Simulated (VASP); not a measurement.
VASP runs on BaGe$_{3}$Pt (space group I4mm) share one base input (PBEsol GGA, plane waves, VASP's PBE PAW potentials (set 64)) and change the settings named in each case.

POSCAR:
```
BaGe3Pt
6.049580
 -0.3771832094   0.3771832094   0.8458521087
  0.3771832094  -0.3771832094   0.8458521087
  0.3771832094   0.3771832094  -0.8458521087
Ba Pt Ge
1 1 3
Cartesian
  0.0000000000   0.0000000000   0.0000000000
 -0.0000000000   0.0000000000   1.0960551625
  0.0000000000  -0.0000000000   0.6773583687
 -0.0000000000   0.3771832094   0.4291853600
  0.3771832094  -0.0000000000   0.4291853600
```

### KPOINTS
```
Automatic mesh
0
Gamma
 6 6 6
```

**INCAR**
```
ALGO = Normal
EDIFF = 1E-6
ENCUT = 300
GGA = PS
ISIF = 2
ISMEAR = -1
LASPH = T
LCHARG = F
LMAXMIX = 6
LREAL = F
LWAVE = F
NELM = 100
PREC = Accurate
SIGMA = 0.05
SYSTEM = BaGe3Pt
```

POTCAR, in this order: Ba_sv Pt Ge_d (PBE.64 set). Program: vasp_std.

```
change                                                                                                                                                  E(σ→0) (eV/atom)  pressure (GPa)  largest force (eV/Å)  −TS (eV)
------------------------------------------------------------------------------------------------------------------------------------------------------  ----------------  --------------  --------------------  --------
base run                                                                                                                                                         -5.4637           -1.30                 0.119   -0.0156
GGA removed, POTCAR Ba_sv Pt Ge_d (LDA.64 set)                                                                                                                   -5.7589             [?]                   [?]       [?]
GGA_COMPAT = .FALSE., LNONCOLLINEAR = .TRUE., LSORBIT = .TRUE., MAGMOM = 0.0 0.0 0.0 0.0 0.0 0.0 0.0 0.0 0.0 0.0 0.0 0.0 0.0 0.0 0.0, program vasp_ncl           -5.5778             [?]                   [?]       [?]
KPOINTS 1×1×1 Γ-centred mesh                                                                                                                                     -4.8129            0.75                 2.335   -0.1712
```

Question: What belongs in the gaps?

Answer: 
- GGA removed, POTCAR Ba_sv Pt Ge_d (LDA.64 set), pressure (GPa): -3.27
- GGA removed, POTCAR Ba_sv Pt Ge_d (LDA.64 set), largest force (eV/Å): 0.157
- GGA removed, POTCAR Ba_sv Pt Ge_d (LDA.64 set), −TS (eV): -0.0162
- GGA_COMPAT = .FALSE., LNONCOLLINEAR = .TRUE., LSORBIT = .TRUE., MAGMOM = 0.0 0.0 0.0 0.0 0.0 0.0 0.0 0.0 0.0 0.0 0.0 0.0 0.0 0.0 0.0, program vasp_ncl, pressure (GPa): -1.31
- GGA_COMPAT = .FALSE., LNONCOLLINEAR = .TRUE., LSORBIT = .TRUE., MAGMOM = 0.0 0.0 0.0 0.0 0.0 0.0 0.0 0.0 0.0 0.0 0.0 0.0 0.0 0.0 0.0, program vasp_ncl, largest force (eV/Å): 0.108
- GGA_COMPAT = .FALSE., LNONCOLLINEAR = .TRUE., LSORBIT = .TRUE., MAGMOM = 0.0 0.0 0.0 0.0 0.0 0.0 0.0 0.0 0.0 0.0 0.0 0.0 0.0 0.0 0.0, program vasp_ncl, −TS (eV): -0.0130

Energies of different potentials or functionals have different zeros.  Unless said otherwise, spin-orbit coupling is left out, though it shifts the bands of the heavy elements here. At 300 eV the pressure can carry a Pulay error.

Left out are runs that ran out of time, are held back, or changed the cell or the kind of run, fixed moments of cells without a moment, rows past the twelfth, gaps on odd meshes, pressures of charged cells and columns that move by less than the noise.

The structure comes from a measured BaGe3Pt entry of the Crystallography Open Database, whose conditions weren't checked. The cell was not relaxed at this level, forces remain on its atoms.
